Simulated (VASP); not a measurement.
Write the native input for VASP 6.6.1 that does the following.

- Task: single point
- Functional: PBE
- Potentials or basis: VASP PAW PBE potentials, release 64 (Cd, O, Cl)
- Cutoff: 520 eV
- k mesh: 7 × 7 × 7
- Occupations: fermi-dirac, width 0.1 eV
- Spin: no spin polarisation
- Dipole correction: no
- Further INCAR settings: ALGO = Normal; EDIFF = 1e-06; NBANDS = 30

The structure of Cd2ClO2 lies in POSCAR:

```
Cd2ClO2
1.0
    0.0000000000      3.7634350000      0.0000001504
    3.7634350000      0.0000000000      0.0000001504
    1.8817177500      1.8817177500     -6.2563498496
Cd O Cl
2 2 1
Direct
    0.1581012877      0.1581012877      0.6837974246
    0.8418987123      0.8418987123      0.3162025754
    0.7500000000      0.2500000000      0.5000000000
    0.2500000000      0.7500000000      0.5000000000
    0.5000000000      0.5000000000      0.0000000000
```

The cell was built by a generator and needn't be a form met in nature.

The input as run:

INCAR

```
PREC = Accurate ; ENCUT = 520
EDIFF = 1E-6 ; ISMEAR = -1
SIGMA = 0.1 ; LREAL = F
LASPH = T ; NELM = 100
ALGO = Normal ; ISIF = 2
LWAVE = F ; LCHARG = T
GGA = PE ; LELF = T
LVHAR = T ; NBANDS = 30
```

KPOINTS

```
regular mesh
0
Gamma
  7 7 7
```

Potentials or basis: VASP PAW PBE potentials, release 64 (Cd, O, Cl).

Command:

```sh
$ cat potpaw_PBE.64/Cd/POTCAR potpaw_PBE.64/O/POTCAR potpaw_PBE.64/Cl/POTCAR > POTCAR
$ mpirun -np 1 vasp_std > vasp.out
```

It gave:

- Pressure: 3.3 GPa
- Largest force: 0.164 eV/Å
- Band gap on the k mesh: none (metal or under the smearing width)

Caveat: an odd number of electrons without spin polarisation forces a metal; a magnetic or distorted state may lie lower.

Wall time 80 s on 1 thread of AMD EPYC 7R13 Processor (Zen 3), on a shared host, peak memory 0.21 GiB.
